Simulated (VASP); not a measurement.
An input for Quantum ESPRESSO's pw.x (written as the equivalent of a VASP run, and not itself run):

```
&CONTROL
  calculation = 'scf'
  pseudo_dir = './pseudo'
  outdir = './out'
  tprnfor = .true.
  tstress = .true.
/
&SYSTEM
  ibrav = 0
  nat = 4
  ntyp = 2
  ecutwfc = 88
  occupations = 'smearing'
  smearing = 'fermi-dirac'
  degauss = 0.009996
  input_dft = 'pbe'
/
&ELECTRONS
  conv_thr = 7.3e-08
  electron_maxstep = 100
/
ATOMIC_SPECIES
  Ru 101.070 Ru.upf
  Rh 102.906 Rh.upf
CELL_PARAMETERS angstrom
     0.0000000    3.1339100    3.1339100
     3.1339100    0.0000000    3.1339100
     3.1339100    3.1339100    0.0000000
ATOMIC_POSITIONS crystal
  Ru   0.0000000  0.0000000  0.0000000
  Rh   0.5000000  0.5000000  0.5000000
  Rh   0.2500000  0.2500000  0.2500000
  Rh   0.7500000  0.7500000  0.7500000
K_POINTS automatic
  6 6 6 0 0 0
```

Problem. Translate this input to VASP (INCAR, KPOINTS, POSCAR, choice of POTCAR).

Solution. Several could match; the one computed here: 
### INCAR
```
ALGO=Normal
EDIFF=1E-6
ENCUT=300
GGA=PE
ISIF=2
ISMEAR=-1
LASPH=.TRUE.
LCHARG=.FALSE.
LMAXMIX=4
LREAL=.FALSE.
LWAVE=.FALSE.
NELM=100
PREC=Accurate
SIGMA=0.136
SYSTEM=RuRh3
```

**POSCAR**
```
RuRh3
3.133910
  0.0000000000   1.0000000000   1.0000000000
  1.0000000000   0.0000000000   1.0000000000
  1.0000000000   1.0000000000   0.0000000000
Ru Rh
1 3
direct
  0.0000000000   0.0000000000   0.0000000000
  0.5000000000   0.5000000000   0.5000000000
  0.2500000000   0.2500000000   0.2500000000
  0.7500000000   0.7500000000   0.7500000000
```

KPOINTS:
```
Regular mesh
0
G
 6 6 6
```

POTCAR, in this order: Ru_pv Rh_pv (PBE.64 set). Program: vasp_std.

Limits of the translation: the potentials are each code's own (VASP's PAW set, PseudoDojo norm-conserving files in pw.x), so ENCUT and ecutwfc are chosen apart and not converted; conv_thr bounds pw.x's estimated SCF error, while EDIFF bounds the energy change between steps.

The structure was generated: RuRh3 was put into an ordered model structure, which need not be its known phase. The cell was not relaxed at this level.
